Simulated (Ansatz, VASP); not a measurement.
# RbLuSe2 in two plane-wave programs, part 2 of 2

Aim: how closely do two programs agree when they are given the same cell, functional and k mesh? The cell is taken from a series of runs on this material, whose earlier steps may have relaxed, scaled, displaced or heated it; both programs get it as it stands.

VASP 6.6.1 and Ansatz 0.2.0.

So far: Set-up; VASP: relaxation of cell and atoms, PBEsol.

## Step 3: Ansatz: relaxation of cell and atoms, PBEsol

Level of this step: Ansatz beside VASP: Kohn-Sham DFT, plane waves, PBEsol (Ansatz).

Ansatz runs on its default PAW (the set named soft_2) files.

The same cell, functional and mesh now go to Ansatz, which takes its cutoff from its data sets.

input.yaml

```yaml
crystal:
  lattice:
    - [2.0460003105, 1.18125883, 7.8448773578]
    - [-2.0460003105, 1.18125883, 7.8448773578]
    - [0.0, -2.3625176601, 7.8448773578]
  atoms:
    - { symbol: Rb, position: [1.0, 0.0, 0.0] }
    - { symbol: Lu, position: [0.5, 0.5, 0.5] }
    - { symbol: Se, position: [0.2314318572, 0.2314318572, 0.2314318572] }
    - { symbol: Se, position: [0.7685681428, 0.7685681428, 0.7685681428] }
kpoints:
  mp_grid: { grid: [9, 9, 9] }
hamiltonian:
  xc: pbesol
scf:
  occupations: { method: fixed }
output:
  forces: true
  stress: true
  eigenvalues: true
relax:
  adjacent_minimum: "off"
  f_tol: 0.001
  max_steps: 60
  cell: { stress_tol: 0.01 }
```

The run is started by

```sh
> ansatz run input.yaml --threads 2 --pin off --max-ram 5120MiB --backend cpu --events-out ev --progress --plain --runs-dir out
```

Numbers of over 12 decimals in the logs are rounded to 6 here.

Output:

```text
basis.fft_grid_basis auto: the FFT boxes are laid along the combinations [[1, 0, -1], [0, 1, -1], [0, 0, 1]] of the cell's own vectors, 4.092, 4.092 and 8.193 Å long. The dense box has 30×30×60 points. Along the cell's own vectors, as sized, it would have 60×60×60, 4.00 times as many. Of the 12 symmetry operations that the crystal satisfies within crystal.symmetry.tolerance (time reversal apart; of a slab, those that [...]
Engine: ansatz 0.2.0, x86_64-unknown-linux-gnu
Pseudopotentials: kind: paw
Pseudopotential: Rb, paw, valence charge 9, recommended cutoff 420 eV (normal), Rb.paw.azcp
Pseudopotential: Lu, paw, valence charge 25, recommended cutoff 420 eV (normal), Lu.paw.azcp
Pseudopotential: Se, paw, valence charge 16, recommended cutoff 420 eV (normal), Se.paw.azcp
Functional definition: PBEsol
  exchange = pbesol_x
  correlation = pbesol_c
Crystal: 4 atoms, lattice volume = 113.760 Å³
Basis set: ecut = 420 eV, 2235 PW (Γ), FFT grids on a1−a3, a2−a3, a3, exchange–correlation on 60×60×120 points (8 copies of the dense FFT grid, shifted against one another)
Bands: 40, of which v1, the nominal top of the filled ones, is band 33 counted from 1 (32 counted from 0)
Symmetry: 12 space group operations
Space group: R-3m (ITA 166), of the structure as read, at distance tolerance 4.8e-5 Å
k-points: 85 of 729
Non-local potential: Rb, projectors of the file, l = 0: 3, l = 1: 2, l = 2: 2
Non-local potential: Lu, projectors of the file, l = 0: 3, l = 1: 2, l = 2: 2, l = 3: 3
Non-local potential: Se, projectors of the file, l = 0: 2, l = 1: 2, l = 2: 3, l = 3: 1
PAW form: soft (Blöchl's): semilocal exchange-correlation on the pseudo side does not see the compensation charge
PAW frozen core: Rb, regenerated for the run's functional, and the local potential with it (the file was generated under x = pbe(κ = 0.804, μ = 0.219515), c = pbe(β = 0.066725))
PAW frozen core: Lu, regenerated for the run's functional, and the local potential with it (the file was generated under x = pbe(κ = 0.804, μ = 0.219515), c = pbe(β = 0.066725))
PAW frozen core: Se, regenerated for the run's functional, and the local potential with it (the file was generated under x = pbe(κ = 0.804, μ = 0.219515), c = pbe(β = 0.066725))
PAW one-centre angular grid: Rb, 110 points (default); XC on 64 Gauss nodes
PAW one-centre angular grid: Lu, 590 points (default); XC on 64 Gauss nodes
PAW one-centre angular grid: Se, 590 points (default); XC on 64 Gauss nodes
Initial density: superposition of atomic densities (neutral atoms: chi_scale 0, normalization atom), corrected by the library's trained network
Initial wavefunctions: pseudopotential atomic-orbital guess
Functional: x = pbesol(κ = 0.804, μ = 0.123457), c = pbesol(β = 0.046)
SCF iter   1: F=—  HF=-28683.640954 eV  |F-HF|=—  |Δ(HF+E_count)|=         —  Δρ=2.74e-3  dr2=1.58e-2  ethr=1.77e-3  ⟨swp⟩=5.3  Hψ=12312  notcnv=0  defer=318
preconditioner: auto → Resta (q_TF=auto, 2.492 Å⁻¹)  ε∞=5.5  [insulator: Δε(μ)=1.725 eV  Ē_g=9.881 eV  n_scr=30 (ndim 8)  ℏωp=20.9 eV  f_vac=0.091  ε∞_Penn≈5.5]
SCF iter   2: F=—  HF=-28683.634995 eV  |F-HF|=—  |Δ(HF+E_count)|=   5.96e-3  Δρ=1.35e-3  dr2=3.23e-3  ethr=2.40e-5  ⟨swp⟩=3.0  Hψ=7372  notcnv=0  defer=422
SCF iter   3: F=—  HF=-28683.634693 eV  |F-HF|=—  |Δ(HF+E_count)|=   3.03e-4  Δρ=4.91e-4  dr2=3.17e-4  ethr=4.89e-6  ⟨swp⟩=2.6  Hψ=4968  notcnv=0  defer=423
SCF iter   4: F=—  HF=-28683.634773 eV  |F-HF|=—  |Δ(HF+E_count)|=   8.01e-5  Δρ=1.72e-4  dr2=4.21e-5  ethr=4.80e-7  ⟨swp⟩=3.0  Hψ=8540  notcnv=0  defer=417
SCF iter   5: F=—  HF=-28683.634750 eV  |F-HF|=—  |Δ(HF+E_count)|=   2.32e-5  Δρ=9.58e-5  dr2=1.31e-5  ethr=6.38e-8  ⟨swp⟩=3.0  Hψ=6611  notcnv=0  defer=255
SCF iter   6: F=—  HF=-28683.634747 eV  |F-HF|=—  |Δ(HF+E_count)|=   2.46e-6  Δρ=3.96e-5  dr2=2.56e-6  ethr=1.98e-8  ⟨swp⟩=3.0  Hψ=8232  notcnv=0  defer=257
SCF iter   7: F=—  HF=-28683.634748 eV  |F-HF|=—  |Δ(HF+E_count)|=   1.16e-6  Δρ=1.85e-5  dr2=6.28e-7  ethr=3.88e-9  ⟨swp⟩=2.0  Hψ=5991  notcnv=0  defer=290
SCF iter   8: F=-28683.634749 eV  HF=-28683.634749 eV  |F-HF|=3.17e-8  |Δ(HF+E_count)|=   1.03e-6  Δρ=4.02e-6  dr2=3.58e-8  ethr=1.52e-10  ⟨swp⟩=14.0  Hψ=29006  notcnv=0
SCF 1 converged in 8 iterations: F = -28683.634749 eV  dr2 = 3.58e-8
  greatest PAW one-centre occupation: 1.000 electrons in one spin orbital (limit 2), on the Se atom at site 3 (counted from 0), in its partial waves of l = 2
relax step   1: F+E_penalty+E_count = -28683.63474931 eV  Δ(F+E_penalty+E_count) = +0.000e0 eV  max|allowed force component| = 2.181e-4 eV/Å  Δτ_max = 0.0000 Å  P = +0.004 GPa  Ω = 113.760 Å³  (8 SCF iters, dr2 threshold 1.00e-7 eV, accepted)
[...]
relax step   2: F+E_penalty+E_count = -28683.63474866 eV  Δ(F+E_penalty+E_count) = +6.439e-7 eV  max|allowed force component| = 8.954e-4 eV/Å  Δτ_max = 0.0000 Å  P = -0.001 GPa  Ω = 113.771 Å³  energy of the carried Pulay correction = -1.391e-6 eV  (6 SCF iters, dr2 threshold 3.65e-10 eV, accepted)
[...]
relax step   3: F+E_penalty+E_count = -28683.63475032 eV  Δ(F+E_penalty+E_count) = -1.660e-6 eV  max|allowed force component| = 8.969e-4 eV/Å  Δτ_max = 0.0000 Å  P = -0.001 GPa  Ω = 113.771 Å³  stress off target by 1.66e-3 GPa  SCF on the basis re-selected at this cell (its energy is not comparable with the rows above)  (8 SCF iters)
basis re-selected at this cell: Δ(F+E_penalty+E_count) = -1.660e-6 eV, ΔP = +0.000 GPa vs the last step (what re-selecting the basis moved, of the pressure what is left beyond the Pulay correction that the steps carried, after the strain that the cell walked since its last selection, with what the two solves' SCF thresholds leave and, on support functions, any second-order correction that the steps lacked; it is no m [...]
SCF converged after 8 iterations
Free energy (F): -28683.634750 eV
Harris-Foulkes:  -28683.634750 eV  (|F-HF|=0.00e0)
Internal energy: -28683.634750 eV  (E = F + TS)
E sigma→0 (E₀):  -28683.634750 eV
Fermi energy:    8.160536 eV
--- Per-component energies (eV) ---
  E_band       = -895.722329
  E_kinetic    = 851.943882
  E_local      = -15177.141390  (includes V_loc(G=0)·N_el)
  E_nonlocal   = -430.294992
  E_hartree    = 6851.641650
  E_xc         = -555.189457
  E_vxc        = -593.664673  (∫ρ·V_xc dr)
  E_paw        = -13558.778102  (= ΣΔE_a)
  E_vpaw       = 750.152726  (= ΣTr[D̂ρ^β])
  E_aug_tail   = -0.001174  (compensation charges beyond the density's cutoff)
  E_ewald      = -6669.147906
  E_core_change = 3.332739  (= ΣΔE_core)
  E_smearing   = -0.000000  (= −TS)
  E_closure    = 0.000000  (closes the sum)
  Σ components = -28683.634750   (vs F -28683.634750, Δ=0.00e0)
--- Forces (eV/Å), atoms counted from 1 ---
  atom   1  Rb     0.00000000     0.00000000     0.00000000
  atom   2  Lu    -0.00000000     0.00000000    -0.00000000
  atom   3  Se     0.00000000     0.00000000    -0.00089690
  atom   4  Se    -0.00000000    -0.00000000     0.00089690
  max |Σ_I F_I| component: 1.08e-19 eV/Å
--- Stress (GPa, compression-positive) ---
       -0.000726       0.000000       0.000000
        0.000000      -0.000726       0.000000
        0.000000       0.000000      -0.001655
  P = ⅓ Tr σ = -0.0010 GPa (-0.010 kbar)
--- Band table (eV; the first three rows and the last of 85) ---
  k-point 0: bands = [... 29 lower, 6.4201, 7.7753, 8.1605, 8.1605, 10.6933, 11.1741, 11.3299, 11.3299, ... 3 higher]
  k-point 1: bands = [... 29 lower, 6.4570, 7.4491, 7.7930, 7.9681, 11.0051, 11.1322, 11.6069, 11.8148, ... 3 higher]
  k-point 2: bands = [... 29 lower, 6.4214, 6.5413, 7.5868, 7.6611, 10.7841, 11.6138, 12.1613, 12.5219, ... 3 higher]
  k-point 84: bands = [... 29 lower, 6.4921, 7.2461, 7.5294, 7.8923, 11.0310, 11.6292, 11.7001, 12.2287, ... 3 higher]
--- Relaxed structure (2 steps of the walk, 2 accepted, 1 SCFs on fresh bases) ---
  F+E_penalty+E_count = -28683.63475032 eV   max|allowed force component| = 8.969e-4 eV/Å   (the final SCF, on the basis selected at the relaxed cell)
  cell:  # Å, volume = 113.7706 Å³
    - [2.045901, 1.181202, 7.846396]
    - [-2.045901, 1.181202, 7.846396]
    - [0, -2.362403, 7.846396]
  atoms:
    - { symbol: Rb, position: [1.0, 0.0, 0.0] }
    - { symbol: Lu, position: [0.500000, 0.500000, 0.500000] }
    - { symbol: Se, position: [0.231432, 0.231432, 0.231432] }
    - { symbol: Se, position: [0.768568, 0.768568, 0.768568] }
```

Reading the cycles: dr2 is the Hartree energy of the density residual (eV), the measure of convergence; HF is the Harris–Foulkes estimate of the energy, which meets the free energy F at convergence.

## Step 4: Side by side

Known differences besides the potentials themselves: fixed occupations in Ansatz, narrow Gaussian smearing in VASP; the data sets hold 66 valence electrons in Ansatz (on its default PAW (the set named soft_2) files) and 30 in VASP; the cutoff is 420 eV in Ansatz and 500 eV in VASP; Ansatz makes its cores anew for this functional, VASP keeps those of its PBE data sets; Ansatz adds a Pulay correction to the stress that steers its cell, VASP none. Total energies have different zeros and are not compared.

The two programs side by side:

```csv
quantity,Ansatz,VASP,difference
volume (Å³),113.77,113.75,+0.02 %
"edge a after relaxation, in the typed setting (Å)",8.194,8.197,-0.03 %
```

## Step 5: Summary of results

```json
{"difference in edge a after relaxation, in the typed setting (relaxation of cell and atoms, PBEsol)": "-0.029 %"}
```

In words: The difference in edge a after relaxation, in the typed setting is -0.029 % (relaxation of cell and atoms, PBEsol), within the 1.2 % picked in this series as the mark of a large difference, as far as the stopping tolerances let one tell. The data sets hold unlike numbers of valence electrons (66 in Ansatz and 30 in VASP), so part of the differences comes from the potentials. 1 further run of this series is not shown here. Such differences can come from data sets, numerical settings and the points named under the comparisons, not from the functional's error against experiment.

[Lines on the potential files, build, host, timing and source positions are cut from VASP's logs without a mark.]

[Logs are printed without paths, hosts, clocks, repeated set-up lines and the standing remarks that a program may print on its own settings, such as how far it seeks lower states.]

[Hosts, paths, dates, database ids (printed as entryN), source tags and the programs' standing remarks are cut or masked in the printed files.]
